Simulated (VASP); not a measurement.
# BN (Qingsongite): GW quasiparticle gap, part 5 of 8

Wanted: how far GW moves the Kohn-Sham levels of BN (Qingsongite). The cell is of the zinc-blende type, one of the forms listed for this formula. The start is a cell from a database of measured crystal structures.

VASP 6.6.1, plane waves and PAW; the level of theory is named at each step.

So far, quasiparticle gap on the mesh (eV): step 3 (evGW0) 6.29. Also gap on the k-mesh (eV): step 2 (empty bands, functional PBE) 4.46.

### 4. evGW (continued)

Level of this step: evGW on PBE; plane waves and PAW (N_GW, B_GW) (VASP).

OUTCAR, selected parts (step 4):

```text
The static configuration has the point symmetry T_d .

 Found     16 irreducible k-points:

   NELECT =       8.0000    total number of electrons

 E-fermi :   9.6950

 QP shifts <psi_nk| G(iteration)W_0 |psi_nk>: iteration 2
 k-point   1 :       0.0000    0.0000    0.0000
  band No. old QP-enery  QP-energies   sigma(KS)   T+V_ion+V_H  V^pw_x(r,r')   Z            occupation Imag(sigma)
      1     -14.8481     -15.5431     -18.4538       2.7188     -26.4986       0.7837       2.0000       1.1109
      2       6.5164       6.2605     -19.5393      25.7527     -21.8927       0.8443       2.0000       0.0544
      3       6.5164       6.2605     -19.5393      25.7527     -21.8927       0.8443       2.0000       0.0544
      4       6.5164       6.2605     -19.5393      25.7527     -21.8927       0.8443       2.0000       0.0544
      5      17.5417      17.8521     -12.1620      30.0682      -7.0054       0.8516       0.0000      -0.0728
      6      17.5417      17.8521     -12.1620      30.0682      -7.0054       0.8516       0.0000      -0.0728
      7      17.5417      17.8521     -12.1620      30.0682      -7.0054       0.8516       0.0000      -0.0728
      8      18.8544      19.2075     -13.9678      33.2445      -8.3906       0.8362       0.0000      -0.0860
    ...

 k-point   2 :       0.1667    0.0000    0.0000
  band No. old QP-enery  QP-energies   sigma(KS)   T+V_ion+V_H  V^pw_x(r,r')   Z            occupation Imag(sigma)
      1     -14.1103     -14.8115     -18.5137       3.5051     -26.4167       0.7806       2.0000       1.0112
      2       3.1963       2.8628     -18.6030      21.3991     -21.5032       0.8334       2.0000       0.0664
      3       5.8354       5.5672     -19.2420      24.7592     -21.6824       0.8427       2.0000       0.0557
      4       5.8354       5.5672     -19.2420      24.7592     -21.6824       0.8427       2.0000       0.0557
      5      17.9228      18.2373     -12.8137      31.1070      -7.5898       0.8489       0.0000      -0.0755
      6      18.5176      18.8514     -12.4278      31.3395      -7.0941       0.8471       0.0000      -0.0776
      7      18.5176      18.8514     -12.4278      31.3395      -7.0941       0.8471       0.0000      -0.0776
      8      21.0324      21.4350     -14.2108      35.7307      -8.3037       0.8259       0.0000      -0.0971
    ...

 k-point   3 :       0.3333    0.0000    0.0000
  band No. old QP-enery  QP-energies   sigma(KS)   T+V_ion+V_H  V^pw_x(r,r')   Z            occupation Imag(sigma)
      1     -12.0948     -12.8111     -18.8376       5.8153     -26.3290       0.7723       2.0000       0.7518
      2      -2.0134      -2.5260     -17.8226      15.1769     -21.9185       0.8107       2.0000       0.1104
      3       4.8000       4.5060     -18.9931      23.4430     -21.6382       0.8400       2.0000       0.0600
      4       4.8000       4.5060     -18.9931      23.4430     -21.6382       0.8400       2.0000       0.0600
      5      18.3868      18.7076     -13.1578      31.9237      -7.8382       0.8463       0.0000      -0.0783
      6      19.4479      19.7969     -12.3946      32.2551      -6.9060       0.8457       0.0000      -0.0819
      7      19.4479      19.7969     -12.3946      32.2551      -6.9060       0.8457       0.0000      -0.0819
      8      23.4218      23.8944     -13.7594      37.7603      -7.3245       0.8159       0.0000      -0.1227
    ...

 QP shifts <psi_nk| G(iteration)W_0 |psi_nk>: iteration 3
 k-point   1 :       0.0000    0.0000    0.0000
  band No. old QP-enery  QP-energies   sigma(KS)   T+V_ion+V_H  V^pw_x(r,r')   Z            occupation Imag(sigma)
      1     -15.5431     -15.7851     -18.5675       2.7188     -26.4986       0.7919       2.0000       1.0410
      2       6.2605       6.1952     -19.5691      25.7527     -21.8927       0.8486       2.0000       0.0542
      3       6.2605       6.1952     -19.5691      25.7527     -21.8927       0.8486       2.0000       0.0542
      4       6.2605       6.1952     -19.5691      25.7527     -21.8927       0.8486       2.0000       0.0542
      5      17.8521      17.9337     -12.1209      30.0682      -7.0054       0.8571       0.0000      -0.0702
      6      17.8521      17.9337     -12.1209      30.0682      -7.0054       0.8571       0.0000      -0.0702
      7      17.8521      17.9337     -12.1209      30.0682      -7.0054       0.8571       0.0000      -0.0702
      8      19.2075      19.3030     -13.9235      33.2445      -8.3906       0.8415       0.0000      -0.0823
    ...

 QP shifts <psi_nk| G(iteration)W_0 |psi_nk>: iteration 4
 k-point   1 :       0.0000    0.0000    0.0000
  band No. old QP-enery  QP-energies   sigma(KS)   T+V_ion+V_H  V^pw_x(r,r')   Z            occupation Imag(sigma)
      1     -15.7851     -15.8568     -18.5945       2.7188     -26.4986       0.7925       2.0000       1.0320
      2       6.1952       6.1797     -19.5757      25.7527     -21.8927       0.8508       2.0000       0.0536
      3       6.1952       6.1797     -19.5757      25.7527     -21.8927       0.8508       2.0000       0.0536
      4       6.1952       6.1797     -19.5757      25.7527     -21.8927       0.8508       2.0000       0.0536
      5      17.9337      17.9557     -12.1089      30.0682      -7.0054       0.8583       0.0000      -0.0693
      6      17.9337      17.9557     -12.1089      30.0682      -7.0054       0.8583       0.0000      -0.0693
      7      17.9337      17.9557     -12.1089      30.0682      -7.0054       0.8583       0.0000      -0.0693
      8      19.3030      19.3293     -13.9102      33.2445      -8.3906       0.8423       0.0000      -0.0813
    ...

[... 16 parts as in an earlier step ...]

[... 19 further parts left out ...]
```

Numbers from this step:

| Item | Value |
| --- | --- |
| quasiparticle gap on the mesh | 6.658 eV |
| smallest direct quasiparticle gap on the mesh | 11.78 eV |

QP gap by iteration, by row:

```csv
iteration,gap (eV),direct gap (eV)
1,6.051,11.03
2,6.508,11.59
3,6.628,11.74
4,6.658,11.78
```

GW takes the gap from 4.458 to 6.658 eV. That is +366 meV against evGW0 on PBE. The last pass still moved it by +30 meV. The value holds for 80 bands, ENCUTGW = 200 eV and this mesh, and isn't shown to be converged in them.

(Part 5 of 8 ends here.)

[Lines on the potential files, build, host, timing and source positions are cut from VASP's logs without a mark.]

[Logs are printed without paths, hosts, clocks, repeated set-up lines and the standing remarks that a program may print on its own settings, such as how far it seeks lower states.]

[Hosts, paths, dates, database ids (printed as entryN), source tags and the programs' standing remarks are cut or masked in the printed files.]

[Pressures printed for these runs are not shown converged in the cutoff: they can be off by several GPa and have the wrong sign.]
